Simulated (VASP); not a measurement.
```xyz
2
Lattice="3.7182 0.0000 0.0000 0.0000 3.7182 0.0000 0.0000 0.0000 3.7182" Properties=species:S:1:pos:R:3 pbc="T T T"
Hg     0.0000     0.0000     0.0000
Te     1.8591     1.8591     1.8591
```

Method: PBEsol GGA, VASP's PBE PAW potentials (set 64) (plane waves; VASP). Settings: 400 eV cut-off, 11×11×11 Γ-centred mesh, tetrahedra with Blöchl corrections, potentials Hg Te.

Q: The job: HgTe (relaxed from the CsCl type structure, space group Pm-3m), 2 atoms, PBEsol, static run, 400 eV, 11×11×11 Γ-centred mesh. Roughly how much core time does it take on a busy server core?

A: About 8 core-seconds (one run on a shared machine, a rough figure). It had 56 irreducible k-points, 13 bands, up to 947 plane waves and 15 electronic steps.

The structure was generated: HgTe was put into the CsCl type type (Pm-3m), which need not be its known phase. It was relaxed first, which changed the volume by +19 %.
